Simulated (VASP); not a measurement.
Calculation: PBE GGA, VASP's PBE PAW potentials (set 64) (plane waves; VASP 6.6.1).

VASP ran on this input.

**POSCAR**
```
SrTiO3
7.8610680
  0.5000000049   0.0000000000   0.0000000000
  0.0000000000   0.5000000049   0.0000000000
  0.0000000000   0.0000000000   0.5000000049
Sr Ti O
1 1 3
Direct
  0.0000000000   0.0000000000   0.0000000000
  0.5000000000   0.5000000000   0.5000000000
  0.5000000000   0.0000000000   0.5000000000
  0.0000000000   0.5000000000   0.5000000000
  0.5000000000   0.5000000000   0.0000000000
```

**INCAR**
```
! general
SYSTEM   =  SrTiO3
PREC     =  Accurate
ENCUT    =  450
LREAL    =  .FALSE.
LASPH    =  .TRUE.   ! aspherical one-centre terms

! electronic loop
EDIFF    =  1E-6   ! SCF stop (eV)
NELM     =  100
ALGO     =  Normal   ! blocked Davidson
LMAXMIX  =  4

! smearing
ISMEAR   =  0   ! Gaussian
SIGMA    =  0.05   ! width (eV)

! functional
GGA      =  PE   ! PBE

! output
LWAVE    =  .FALSE.
LCHARG   =  .TRUE.
```

KPOINTS:
```
Automatic mesh
0
Gamma
5 5 5
0 0 0
```

POTCAR, in this order: Sr_sv Ti_sv O (PBE.64 set). Program: vasp_std.

Output of the run:

OUTCAR:
```
 ion  position               nearest neighbor table
   1  0.000  0.000  0.000-   3 2.78   4 2.78   5 2.78   3 2.78   4 2.78   4 2.78   5 2.78   4 2.78
                             3 2.78   5 2.78   3 2.78   5 2.78   2 3.40   2 3.40   2 3.40   2 3.40
   2  0.500  0.500  0.500-   3 1.97   4 1.97   5 1.97   5 1.97   3 1.97   4 1.97   1 3.40   1 3.40
                             1 3.40   1 3.40   1 3.40   1 3.40   1 3.40   1 3.40
   3  0.500  0.000  0.500-   2 1.97   2 1.97   1 2.78   1 2.78   1 2.78   1 2.78
   4  0.000  0.500  0.500-   2 1.97   2 1.97   1 2.78   1 2.78   1 2.78   1 2.78
   5  0.500  0.500  0.000-   2 1.97   2 1.97   1 2.78   1 2.78   1 2.78   1 2.78
  LATTYP: Found a simple cubic cell.
 ALAT       =     3.9305340385
 Subroutine PRICEL returns:
 Original cell was already a primitive cell.
 Subroutine GETGRP returns: Found 48 space group operations
The static configuration has the point symmetry O_h .
The dynamic configuration has the point symmetry O_h .
 Subroutine INISYM returns: Found 48 space group operations
 Subroutine IBZKPT returns following result:
 Found     10 irreducible k-points:

 Following reciprocal coordinates:
            Coordinates               Weight
  0.000000  0.000000  0.000000      1.000000
  0.200000  0.000000  0.000000      6.000000
  0.400000  0.000000  0.000000      6.000000
  0.200000  0.200000  0.000000     12.000000
...
```

### OSZICAR
```
       N       E                     dE             d eps       ncg     rms          rms(c)
DAV:   1     0.415627155946E+03    0.41563E+03   -0.20631E+04   480   0.167E+03
DAV:   2    -0.103639442742E+02   -0.42599E+03   -0.41943E+03   560   0.471E+02
DAV:   3    -0.490959546980E+02   -0.38732E+02   -0.38693E+02   752   0.139E+02
DAV:   4    -0.504086726162E+02   -0.13127E+01   -0.13123E+01   640   0.226E+01
DAV:   5    -0.504629886463E+02   -0.54316E-01   -0.54312E-01   704   0.367E+00    0.265E+01
DAV:   6    -0.401296216412E+02    0.10333E+02   -0.66453E+01   736   0.739E+01    0.159E+01
DAV:   7    -0.401867642458E+02   -0.57143E-01   -0.92602E+00   592   0.234E+01    0.104E+01
DAV:   8    -0.401921068483E+02   -0.53426E-02   -0.19852E+00   608   0.150E+01    0.287E+00
DAV:   9    -0.401120660000E+02    0.80041E-01   -0.46458E-01   624   0.666E+00    0.918E-01
DAV:  10    -0.401172922753E+02   -0.52263E-02   -0.13289E-01   632   0.254E+00    0.897E-01
DAV:  11    -0.401077164965E+02    0.95758E-02   -0.83162E-02   688   0.235E+00    0.217E-01
DAV:  12    -0.401073753894E+02    0.34111E-03   -0.35118E-03   608   0.635E-01    0.978E-02
DAV:  13    -0.401072992147E+02    0.76175E-04   -0.60193E-04   736   0.239E-01    0.424E-02
DAV:  14    -0.401073154514E+02   -0.16237E-04   -0.10388E-04   664   0.873E-02    0.197E-02
DAV:  15    -0.401073127975E+02    0.26539E-05   -0.15180E-05   616   0.420E-02    0.811E-03
DAV:  16    -0.401073132664E+02   -0.46892E-06   -0.16522E-06   360   0.115E-02
   1 F= -.40107313E+02 E0= -.40107313E+02  d E =-.133570E-18
```

**OUTCAR**
```
------------------------ aborting loop because EDIFF is reached ----------------------------------------
  FORCE on cell =-STRESS in cart. coord.  units (eV):
  Direction    XX          YY          ZZ          XY          YZ          ZX
  --------------------------------------------------------------------------------------
  Total        0.0483527      0.0483527      0.0483527      0.0000000     -0.0000000     -0.0000000
  in kB        1.2757827      1.2757827      1.2757827      0.0000000     -0.0000000     -0.0000000
  external PRESSURE =       1.2757827 kB  Pullay stress =       0.0000000 kB
  volume of cell :       60.72
      direct lattice vectors                 reciprocal lattice vectors
     3.930534038  0.000000000  0.000000000     0.254418354  0.000000000  0.000000000
     0.000000000  3.930534038  0.000000000     0.000000000  0.254418354  0.000000000
     0.000000000  0.000000000  3.930534038     0.000000000  0.000000000  0.254418354
 POSITION                                       TOTAL-FORCE (eV/Angst)
 -----------------------------------------------------------------------------------
      0.00000      0.00000      0.00000         0.000000      0.000000      0.000000
      1.96527      1.96527      1.96527         0.000000      0.000000      0.000000
      1.96527      0.00000      1.96527         0.000000      0.000000      0.000000
      0.00000      1.96527      1.96527         0.000000      0.000000      0.000000
      1.96527      1.96527      0.00000         0.000000      0.000000      0.000000
 -----------------------------------------------------------------------------------
    total drift:                                0.000000      0.000000      0.000000
  FREE ENERGIE OF THE ION-ELECTRON SYSTEM (eV)
  ---------------------------------------------------
  free  energy   TOTEN  =       -40.1073132664 eV

  energy  without entropy=      -40.1073132664  energy(sigma->0) =      -40.10731327
```
(Selected blocks of OUTCAR.)

At this cut-off the stress carries a Pulay error, which pulls relaxed volumes low.

The compound is SrTiO3 in the cubic perovskite structure, the ideal cubic form; the compound distorts at low or room temperature. It was relaxed first.
